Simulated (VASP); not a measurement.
Consider the following.

```
C
1.0
    0.00000     1.77833     1.70720
    1.77833     0.00000     1.70720
    1.77833     1.77833     0.00000
C
2
Direct
  0.00000   0.00000   0.00000
  0.25000   0.25000   0.25000
```

Method: PBEsol GGA, VASP's PBE PAW potentials (set 64) (plane waves; VASP 6.6.1). Settings: 600 eV cut-off, 12×12×12 Γ-centred mesh, Gaussian smearing of 0.050 eV, potentials C.

Give the stress tensor in GPa (positive for a compressed cell).

```
 6.53   0.00   0.00
 0.00   6.53   0.00
 0.00   0.00  44.33
```
The pressure is its mean diagonal, 19.13 GPa.

The compound is C in the diamond structure. This cell was strained or had an atom moved on purpose.
